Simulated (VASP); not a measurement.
Given:

```
MoS2
1.0
    1.59170     0.91897     6.42274
   -1.59170     0.91897     6.42274
    0.00000    -1.83794     6.42274
Mo S
1 2
Direct
  0.00000   0.00000   0.00000
  0.74724   0.74724   0.74724
  0.58606   0.58606   0.58606
```

The numbers are results of r2SCAN meta-GGA, VASP's PBE PAW potentials (set 64) (plane waves; VASP 6.6.1), not measurements. Numerical set-up: 400 eV cut-off, 9×9×9 Γ-centred mesh, tetrahedra with Blöchl corrections, potentials Mo_sv S.

### Question
Give the energies of bands 7 to 16 at the high-symmetry points, in eV from the valence-band maximum.

### Answer

```
band      Γ      T     H2      L     S0      F
----  -----  -----  -----  -----  -----  -----
7     -6.86  -6.13  -6.25  -6.68  -6.26  -6.59
8     -3.41  -3.42  -5.46  -5.54  -5.43  -5.67
9     -3.41  -3.42  -4.79  -4.99  -4.84  -4.76
10    -2.27  -3.26  -4.37  -4.01  -4.38  -3.96
11    -2.27  -2.25  -3.71  -2.40  -3.65  -2.82
12    -1.51  -2.25  -2.84  -1.67  -2.88  -1.78
13    -0.95   0.00  -0.65  -1.33  -0.64  -1.20
14     2.30   2.36   1.18   1.79   1.15   1.76
15     2.30   2.36   2.64   2.24   2.63   2.34
16     2.63   2.55   3.22   3.78   3.21   3.41
```

The gap is indirect, 1.14 eV, from the valence maximum at T to the conduction minimum at (-0.22, 0.44, 0.11).

The structure was generated: MoS2 was put into the 3R-MoS2 type (R3m), which need not be its known phase. It was relaxed first, which changed the volume by +6 %.
